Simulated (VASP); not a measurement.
# ScAl3: structure and properties in VASP, part 3 of 6

How well does BLYP reproduce what experiment finds for ScAl3? The cell is relaxed first, and properties follow on it. The start is a computed cell from the Materials Project.

VASP 6.6.1; BLYP; plane waves and PAW (Sc_sv, Al).

So far. Step 5 (Band structure (BLYP)): There is no gap at this level. Step 5 (Band structure (BLYP)): Of the bands kept, 2 cross the Fermi level on this path.

### 6. Total and projected DOS (BLYP)

A density of states needs more k-points than a total energy; ISMEAR = -5 takes tetrahedra, and LORBIT projects the states on the PAW spheres. The mesh is finer than in the run before.

Contents of INCAR:

```
SYSTEM = ScAl3
PREC = Accurate
ENCUT = 400
EDIFF = 1E-06
NELM = 100
ISMEAR = -5
SIGMA = 0.05
LREAL = .FALSE.
ALGO = Normal
GGA = B5
ALDAX = 1
AGGAX = 1
AGGAC = 1
ALDAC = 0
NBANDS = 24
LORBIT = 11
LWAVE = .FALSE.
LCHARG = .FALSE.
KPAR = 2
NEDOS = 2001
```

Contents of POSCAR:

```
ScAl3
1.0
    4.1516531660      0.0000000000      0.0000000000
    0.0000000000      4.1516531660      0.0000000000
    0.0000000000      0.0000000000      4.1516531660
Sc Al
1 3
Direct
    0.0000000000      0.0000000000      0.0000000000
    0.5000000000      0.5000000000      0.0000000000
    0.0000000000      0.5000000000      0.5000000000
    0.5000000000      0.0000000000      0.5000000000
```

Contents of KPOINTS:

```
Automatic mesh
0
Gamma
10 10 10
0 0 0
```

The projector-augmented-wave data sets are Sc_sv and Al (PBE family, release 64).

Command:

```
$ mpirun -np 2 vasp_std
```

The log of the run:

```text
[... set-up lines as in an earlier step ...]
 entering main loop
       N       E                     dE             d eps       ncg     rms          rms(c)
DAV:   1     0.974158081521E+02    0.97416E+02   -0.68785E+03  2720   0.613E+02
DAV:   2    -0.127095492833E+02   -0.11013E+03   -0.10615E+03  2744   0.204E+02
DAV:   3    -0.161059144352E+02   -0.33964E+01   -0.33423E+01  3760   0.379E+01
DAV:   4    -0.161937785762E+02   -0.87864E-01   -0.87958E-01  3496   0.551E+00
DAV:   5    -0.161986380486E+02   -0.48595E-02   -0.48580E-02  3888   0.132E+00    0.787E+00
DAV:   6    -0.153241974201E+02    0.87444E+00   -0.20040E+00  3736   0.147E+01    0.239E+00
DAV:   7    -0.153026815552E+02    0.21516E-01   -0.13052E-01  4152   0.284E+00    0.176E+00
DAV:   8    -0.152970912485E+02    0.55903E-02   -0.46024E-02  4344   0.153E+00    0.389E-01
DAV:   9    -0.152971753544E+02   -0.84106E-04   -0.13374E-02  3928   0.108E+00    0.208E-01
DAV:  10    -0.152965415464E+02    0.63381E-03   -0.44946E-03  4080   0.597E-01    0.773E-02
DAV:  11    -0.152966521639E+02   -0.11062E-03   -0.11060E-03  3784   0.298E-01    0.441E-02
DAV:  12    -0.152965329595E+02    0.11920E-03   -0.18503E-04  4016   0.128E-01    0.786E-03
DAV:  13    -0.152965437323E+02   -0.10773E-04   -0.89100E-06  4344   0.233E-02    0.692E-03
DAV:  14    -0.152965387097E+02    0.50226E-05   -0.46992E-07  2168   0.429E-03    0.468E-03
DAV:  15    -0.152965331989E+02    0.55108E-05   -0.10968E-06  2856   0.790E-03    0.510E-04
DAV:  16    -0.152965332754E+02   -0.76517E-07   -0.70082E-08  1680   0.181E-03
   1 F= -.15296533E+02 E0= -.15296533E+02  d E =0.000000E+00
 -----------------------------------------------------------------------------
|                                                                             |
|           W    W    AA    RRRRR   N    N  II  N    N   GGGG   !!!           |
|           W    W   A  A   R    R  NN   N  II  NN   N  G    G  !!!           |
|           W    W  A    A  R    R  N N  N  II  N N  N  G       !!!           |
|           W WW W  AAAAAA  RRRRR   N  N N  II  N  N N  G  GGG   !            |
|           WW  WW  A    A  R   R   N   NN  II  N   NN  G    G                |
|           W    W  A    A  R    R  N    N  II  N    N   GGGG   !!!           |
|                                                                             |
|     Tetrahedron method does not include variations of the Fermi             |
|     occupations, so forces and stress will be inaccurate. We suggest        |
|     using a different smearing scheme ISMEAR = 1 or 2 for metals in         |
|     relaxations.                                                            |
|                                                                             |
 -----------------------------------------------------------------------------
```

It took 47 s on 2 MPI ranks of AMD EPYC 7R43, shared host; peak memory 0.3 GiB.

OUTCAR, selected parts (step 6):

```text
   k-points           NKPTS =     56   k-points in BZ     NKDIM =     56   number of bands    NBANDS=     24

   NELECT =      20.0000    total number of electrons

 E-fermi :   7.2838

 k-point     1 :       0.0000    0.0000    0.0000
  band No.  band energies     occupation
    ...
      6       4.7435      2.00000
      7       4.7435      2.00000
      8       5.5475      2.00000
      9       5.5475      2.00000
     10       5.5475      2.00000
     11       8.5332      0.00000
     12       8.5332      0.00000
     13       8.5332      0.00000
     14       8.8790      0.00000
     15      11.5075      0.00000
    ...

  Total        0.0091184      0.0091184      0.0091184      0.0000000     -0.0000000      0.0000000
  in kB        0.2041589      0.2041589      0.2041589      0.0000000     -0.0000000      0.0000000
  external PRESSURE =       0.2041589 kB  Pullay stress =       0.0000000 kB

  FREE ENERGIE OF THE ION-ELECTRON SYSTEM (eV)
  ---------------------------------------------------
  free  energy   TOTEN  =       -15.2965332754 eV

  energy  without entropy=      -15.2965332754  energy(sigma->0) =      -15.29653328

[... 7 parts as in an earlier step ...]

[... 10 further parts left out ...]
```

With tetrahedra the forces and stress of a metal are not exact derivatives of the energy.

This step gave:

* SCF cycles: 16
* irreducible k-points: 56
* Fermi energy: 7.284 eV
* pressure: 0.02042 GPa
* DOS at the Fermi level: 1.854 states/eV/cell

The density of states has structure finer than the step of the table below, so its rows give means over 0.5 eV, whole bins alone (the curve runs from -12.0 to 4.79 eV). Peaks (eV: height): total 0.92: 3.67, 1.96: 5.37, 2.39: 5.75, 3.73: 5.77; Sc d 0.92: 1.17, 2.02: 2.79, 2.39: 3.64, 3.73: 2.80; Al p -1.72: 0.517, -1.35: 0.405, 3.73: 0.320, 4.53: 0.377; Al s -5.09: 0.313, -4.69: 0.300, 3.29: 0.313, 3.73: 0.330; Sc s 1.96: 0.33.

States under -12.0 eV and over 4.8 eV are left out. Table of density of states by energy, zero at the Fermi level; means over each step; values in states/eV/cell:

```
energy (eV)   total     Sc d     Al p    Al s     Sc s
      -10.0  5.5e-5        0        0  1.3e-5   2.1e-6
       -9.5   0.181        0   8.8e-4  0.0423  0.00843
       -9.0   0.415   2.8e-4  0.00479  0.0947   0.0167
       -8.5   0.588  0.00136   0.0110   0.132   0.0187
       -8.0   0.856  0.00390   0.0221   0.190   0.0169
       -7.5   0.802  0.00836   0.0269   0.174  0.00987
       -7.0   0.700   0.0134   0.0306   0.143  0.00908
       -6.5   0.788   0.0161   0.0409   0.147   0.0243
       -6.0   0.937   0.0173   0.0501   0.173   0.0295
       -5.5    1.38   0.0286   0.0685   0.269   0.0268
       -5.0    1.43   0.0566   0.0728   0.281   0.0167
       -4.5    1.30   0.0754   0.0787   0.240   0.0148
       -4.0   0.993   0.0683   0.0759   0.156   0.0130
       -3.5    1.20   0.0845    0.126   0.122   0.0300
       -3.0    1.57    0.126    0.191   0.108   0.0414
       -2.5    1.90    0.178    0.262  0.0782   0.0283
       -2.0    2.35    0.307    0.344  0.0512   0.0206
       -1.5    2.84    0.565    0.378  0.0515   0.0155
       -1.0    1.62    0.396    0.195  0.0340   0.0104
       -0.5    1.38    0.403    0.155  0.0275   0.0108
        0.0    1.47    0.411    0.149  0.0512   0.0197
        0.5    1.54    0.431    0.137  0.0847   0.0245
        1.0    2.77    0.870    0.236   0.125   0.0300
        1.5    2.53     1.01    0.153  0.0789   0.0730
        2.0    4.37     2.34    0.155   0.115    0.145
        2.5    4.08     2.18    0.164   0.166   0.0511
        3.0    2.88     1.16    0.146   0.226   0.0296
        3.5    3.61     1.56    0.219   0.218   0.0111
        4.0    2.37    0.882    0.206   0.162   0.0198
        4.5    2.70    0.654    0.283   0.162   0.0376
```

The finer mesh and the other smearing move the Fermi level by +0.05 eV from the 7×7×7 run, a small shift, which tests the Fermi level alone. Of the states within 0.3 eV of the Fermi level, the largest shares in the PAW spheres are Sc d 28 % and Al p 10 %. The rest lies in smaller channels or between the spheres.

(Part 3 of 6 ends here.)

[Lines on the potential files, build, host, timing and source positions are cut from VASP's logs without a mark.]

[Logs are printed without paths, hosts, clocks, repeated set-up lines and the standing remarks that a program may print on its own settings, such as how far it seeks lower states.]

[Hosts, paths, dates, database ids (printed as entryN), source tags and the programs' standing remarks are cut or masked in the printed files.]

[A measured line is paired with the nearest computed mode of its activity, which favours agreement.]
